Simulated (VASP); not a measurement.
Level of theory: optB88-vdW, VASP's PBE PAW potentials (set 64) (plane waves; VASP).

VASP ran on this input.

INCAR:
```
AGGAC = 0.0
ALGO = Normal
EDIFF = 1E-7
ENCUT = 520
GGA = BO
ISIF = 2
ISMEAR = 1
LASPH = .True.
LCHARG = .False.
LMAXMIX = 4
LREAL = .False.
LUSE_VDW = .True.
LWAVE = .False.
NELM = 100
PARAM1 = 0.1833333333
PARAM2 = 0.22
PREC = Accurate
SIGMA = 0.1
SYSTEM = Cs
```

### POSCAR
```
Cs
1
   -2.8842018199     2.8842018199     2.8842018199
    2.8842018199    -2.8842018199     2.8842018199
    2.8842018199     2.8842018199    -2.8842018199
Cs
1
Direct
  0.0000000000   0.0000000000   0.0000000000
```

**KPOINTS**
```
Automatic mesh
0
Gamma
9 9 9
0 0 0
```

POTCAR, in this order: Cs_sv (PBE.64 set). Program: vasp_std.

### Question
What will the output report for the number of irreducible k-points (NKPTS), largest plane-wave count, number of space-group operations, FFT grid (NGX, NGY, NGZ)?

### Answer

The number of irreducible k-points (NKPTS) is 35 and the largest plane-wave count comes out as 2607. The number of space-group operations is 48. The FFT grid (NGX, NGY, NGZ) comes out as 40 × 40 × 40.

The compound is Cs in the bcc structure. This cell is one point of a volume scan, at 0.94 of the reference volume.
